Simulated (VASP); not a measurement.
Li (bcc) is relaxed at rising pressure, each step from the one before. Symmetry mostly holds the structure type, and other phases were not tried. The mesh follows the cell, and a change of mesh leaves a small step in the series.

Consider the following.

```yaml
crystal:
  lattice:
    - [-1.67667, 1.67667, 1.67667]
    - [1.67667, -1.67667, 1.67667]
    - [1.67667, 1.67667, -1.67667]
  atoms:
    - { symbol: Li, position: [0.00000, 0.00000, 0.00000] }
```

Level of theory: LDA (Ceperley-Alder, Perdew-Zunger), VASP's LDA PAW potentials (set 64) (plane waves; VASP 6.6.1). Numerical set-up: 620 eV cut-off, 15×15×15 Γ-centred mesh, first-order Methfessel-Paxton smearing of 0.10 eV, potentials Li_sv.

```csv
P (GPa),V (Å³/atom),H − H(0) (eV/atom),space group,gap on the mesh (eV),k-mesh
0,18.85,0.000,Im-3m,0.00,15×15×15
5,14.95,0.524,Im-3m,0.00,16×16×16
10,13.15,0.966,Im-3m,0.00,17×17×17
20,11.02,1.719,Im-3m,0.00,18×18×18
30,9.80,2.372,Im-3m,0.00,19×19×19
45,8.61,3.233,Im-3m,0.00,20×20×20
```

Pressures at which the relaxation failed are left out.

The compound is Li in the bcc structure.
